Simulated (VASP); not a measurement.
# In3SbO4: relaxation of cell and atoms with PBE

In3SbO4:

```xyz
8
Lattice="3.8758 0.0000 0.0000 0.0000 3.8758 0.0000 0.0000 0.0000 8.9759" Properties=species:S:1:pos:R:3 pbc="T T T"
In    1.9379    1.9379    2.2066
In    1.9379    1.9379    6.7692
In    0.0000    0.0000    0.0000
Sb    0.0000    0.0000    4.4879
O     0.0000    1.9379    1.3324
O     1.9379    0.0000    1.3324
O     0.0000    1.9379    7.6435
O     1.9379    0.0000    7.6435
```

The cell was built by a generator and needn't be a form met in nature.

- Program: VASP 6.6.1
- Task: relaxation of cell and atoms
- Functional: PBE
- Potentials or basis: VASP PAW PBE potentials, release 64 (In_d, Sb, O)
- Cutoff: 520 eV
- k mesh: 8 × 8 × 4
- Occupations: gaussian, width 0.1 eV
- Spin: no spin polarisation
- Further INCAR settings: ALGO = Normal; EDIFF = 1e-07; IBRION = 2; POTIM = 0.3; EDIFFG = -0.005; NSW = 60; ISIF = 3

```json
{"Relaxed volume": "16.86 Å³/atom", "Relaxed cell": "a = 3.876 Å, b = 3.876 Å, c = 8.978 Å, α = 90.00°, β = 90.00°, γ = 90.00°", "Space group after relaxing (to 0.05 Å)": "P4/mmm (No. 123)", "Energy gained by relaxing": "0.0 meV/atom", "Ionic steps": "2", "Pressure after relaxing": "0.0 GPa", "Largest force after relaxing": "0.004 eV/Å", "Band gap on the k mesh": "none (metal or under the smearing width)"}
```

Forces in eV/Å, atoms in the order of the input:
```
In   0.000  0.000  0.004
In   0.000  0.000 -0.004
In   0.000  0.000  0.000
Sb   0.000  0.000  0.000
O    0.000  0.000  0.001
O    0.000  0.000  0.001
O    0.000  0.000 -0.001
O    0.000  0.000 -0.001
```

Final structure:
```
In Sb O
1.0
     3.87590    0.00000    0.00000
     0.00000    3.87590    0.00000
     0.00000    0.00000    8.97794
In Sb O
3 1 4
Direct
  0.50000 0.50000 0.24588
  0.50000 0.50000 0.75412
  0.00000 0.00000 0.00000
  0.00000 0.00000 0.50000
  0.00000 0.50000 0.14845
  0.50000 0.00000 0.14845
  0.00000 0.50000 0.85155
  0.50000 0.00000 0.85155
```

Levels at points of the mesh, in eV from the Fermi level:
| k point | band 30 | band 31 | band 32 | band 33 | band 34 | band 35 | band 36 | band 37 | band 38 | band 39 |
| --- | --- | --- | --- | --- | --- | --- | --- | --- | --- | --- |
| (0.00, 0.00, 0.00) | -0.75 | -0.75 | -0.68 | -0.35 | -0.06 | 1.10 | 1.10 | 2.96 | 3.33 | 4.69 |
| (0.50, 0.00, 0.00) | -2.51 | -2.20 | -1.53 | -1.40 | 0.19 | 1.52 | 1.88 | 3.52 | 4.43 | 6.17 |
| (0.50, 0.50, 0.00) | -1.73 | -0.56 | -0.44 | -0.39 | -0.37 | -0.25 | 0.25 | 1.50 | 4.55 | 5.02 |
| (0.00, 0.00, 0.50) | -1.31 | -0.75 | -0.75 | -0.69 | 1.14 | 1.14 | 1.46 | 2.25 | 3.61 | 4.78 |
| (0.50, 0.00, 0.50) | -2.61 | -1.84 | -1.40 | -0.82 | -0.07 | 0.98 | 1.89 | 3.68 | 4.49 | 6.21 |
| (0.50, 0.50, 0.50) | -0.91 | -0.56 | -0.39 | -0.37 | -0.26 | -0.25 | 0.09 | 1.23 | 4.42 | 4.42 |

It took 66 s on 4 MPI ranks on Intel(R) Xeon(R) 6975P-C (Granite Rapids), on a shared host, peak memory 0.38 GiB a rank.

Spin-orbit coupling is left out, which matters for the levels of Sb.
